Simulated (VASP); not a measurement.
Here is the system:

```
Ga3InAs4
1.0
    5.85938     0.00000     0.00000
    0.00000     5.85938     0.00000
    0.00000     0.00000     5.85938
In As Ga
1 4 3
Direct
  0.00000   0.00000   0.00000
  0.25915   0.25915   0.25915
  0.74085   0.74085   0.25915
  0.74085   0.25915   0.74085
  0.25915   0.74085   0.74085
  0.50000   0.50000   0.00000
  0.50000   0.00000   0.50000
  0.00000   0.50000   0.50000
```

The numbers are results of PBE GGA, VASP's PBE PAW potentials (set 64) (plane waves; VASP), not measurements. Numerical set-up: 400 eV cut-off, Gaussian smearing of 0.050 eV, potentials In_d As Ga_d.

Unless said otherwise, spin-orbit coupling is left out, though it shifts the bands of the heavy elements here.

Task: What does the run give for the band gap (along the path) with the smallest direct gap where there is one?

Result: 
| Quantity | Value |
|---|---|
| band gap (along the path) | none (metal, semimetal or under 0.01 eV) |

Total energies compare only between runs with the same potentials, cut-off and functional.

The structure was generated: Ga3InAs4 was put into an ordered model structure (P-43m), which need not be its known phase. It was relaxed first, which changed the volume by +6 %.
